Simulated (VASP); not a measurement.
VASP runs on IrO2 (space group P4_2/mnm) share one base input (PBE GGA, plane waves, VASP's PBE PAW potentials (set 64)) and change the settings named in each case.

**POSCAR**
```
IrO2
9.0
  0.5000000000   0.0000000000   0.0000000000
  0.0000000000   0.5000000000   0.0000000000
  0.0000000000   0.0000000000   0.3500000000
Ir O
2 4
Cartesian
  0.0000000000   0.0000000000   0.0000000000
  0.2500000000   0.2500000000   0.1750000000
  0.1540000000   0.1540000000   0.0000000000
  0.4040000000   0.0960000000   0.1750000000
  0.0960000000   0.4040000000   0.1750000000
  0.3460000000   0.3460000000   0.0000000000
```

**INCAR**
```
SYSTEM = IrO2
PREC = Accurate; ENCUT = 400; LREAL = .False.
LASPH = .True.
EDIFF = 1E-6; NELM = 100; ALGO = Normal
LMAXMIX = 6
ISMEAR = -1; SIGMA = 0.1
GGA = PE
ISIF = 2
LWAVE = .False.; LCHARG = .False.
```

File KPOINTS:
```
Automatic mesh
0
Gamma
5 5 8
0 0 0
```

POTCAR, in this order: Ir O (PBE.64 set). Program: vasp_std.

| change | E(σ→0) (eV/atom) | pressure (GPa) | −TS (eV) |
|---|---|---|---|
| base run | -7.0451 | 3.15 | -0.1007 |
| GGA = PS | -7.6007 | … | … |
| GGA_COMPAT = .FALSE., LNONCOLLINEAR = .TRUE., LSORBIT = .TRUE., MAGMOM = 0.0 0.0 0.0 0.0 0.0 0.0 0.0 0.0 0.0 0.0 0.0 0.0 0.0 0.0 0.0 0.0 0.0 0.0, program vasp_ncl | -7.2103 | … | … |
| KPOINTS 4×4×6 Γ-centred mesh | -7.0464 | 3.21 | -0.0986 |

Question: What belongs in the gaps?

Answer: 
- GGA = PS, pressure (GPa): -6.45
- GGA = PS, −TS (eV): -0.0999
- GGA_COMPAT = .FALSE., LNONCOLLINEAR = .TRUE., LSORBIT = .TRUE., MAGMOM = 0.0 0.0 0.0 0.0 0.0 0.0 0.0 0.0 0.0 0.0 0.0 0.0 0.0 0.0 0.0 0.0 0.0 0.0, program vasp_ncl, pressure (GPa): 4.65
- GGA_COMPAT = .FALSE., LNONCOLLINEAR = .TRUE., LSORBIT = .TRUE., MAGMOM = 0.0 0.0 0.0 0.0 0.0 0.0 0.0 0.0 0.0 0.0 0.0 0.0 0.0 0.0 0.0 0.0 0.0 0.0, program vasp_ncl, −TS (eV): -0.0921

Energies of different potentials or functionals have different zeros.  Unless said otherwise, spin-orbit coupling is left out, though it shifts the bands of the heavy elements here. At 400 eV the pressure can carry a Pulay error.

Left out are runs that ran out of time, are held back, or changed the cell or the kind of run, fixed moments of cells without a moment, rows past the twelfth, gaps on odd meshes, pressures of charged cells and columns that move by less than the noise.

The structure is a typed IrO2 crystal (P4_2/mnm). The cell was not relaxed at this level.
